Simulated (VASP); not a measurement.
Input:

```
CELL_PARAMETERS angstrom
      3.92448     0.00000     0.00000
      0.00000     3.92448     0.00000
      0.00000     0.00000     3.92448
ATOMIC_POSITIONS crystal
  Ti 0.00000 0.00000 0.00000
  Pt 0.00000 0.50000 0.50000
  Pt 0.50000 0.00000 0.50000
  Pt 0.50000 0.50000 0.00000
```

These are r2SCAN meta-GGA, VASP's PBE PAW potentials (set 64) (plane waves; VASP 6.6.1) values and carry that method's errors. Settings: 400 eV cut-off, 7×7×7 Γ-centred mesh, first-order Methfessel-Paxton smearing of 0.10 eV, potentials Ti_sv Pt.

Unless said otherwise, spin-orbit coupling is left out, though it shifts the bands of the heavy elements here.

Task: Predict the energy per atom (σ→0), band gap (on the k-mesh) with the smallest direct gap where there is one.

Result: 
```
Property                                                     Value
------------------------  ----------------------------------------
band gap (on the k-mesh)  none (metal, semimetal or under 0.01 eV)
energy per atom (σ→0)                              -42.783 eV/atom
```

Only differences to runs with the same potentials and settings are physical.

The compound is Pt3Ti in the L1_2 structure. It was relaxed first. The start is the result of an earlier pass.
